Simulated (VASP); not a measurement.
Data:

```
GaN
1.0
    0.00000     2.23717     2.23717
    2.23717     0.00000     2.23717
    2.23717     2.23717     0.00000
Ga N
1 1
Direct
  0.00000   0.00000   0.00000
  0.25000   0.25000   0.25000
```

Calculation: optB86b-vdW, VASP's PBE PAW potentials (set 64) (plane waves; VASP). Run with 520 eV cut-off, 10×10×10 Γ-centred mesh, Gaussian smearing of 0.050 eV, potentials Ga_d N.

### Question
The job: GaN (zinc blende), 2 atoms, optB86b-vdW, static run, 520 eV, 10×10×10 Γ-centred mesh. Roughly how much core time does it take on a busy server core?

### Answer
About 20 core-seconds (one run on a shared machine, a rough figure). It had 47 irreducible k-points, 13 bands, up to 620 plane waves and 14 electronic steps.

The compound is GaN in the zinc blende structure, a metastable form; wurtzite is the usual one. This cell is one point of a volume scan, at 0.97 of the reference volume.
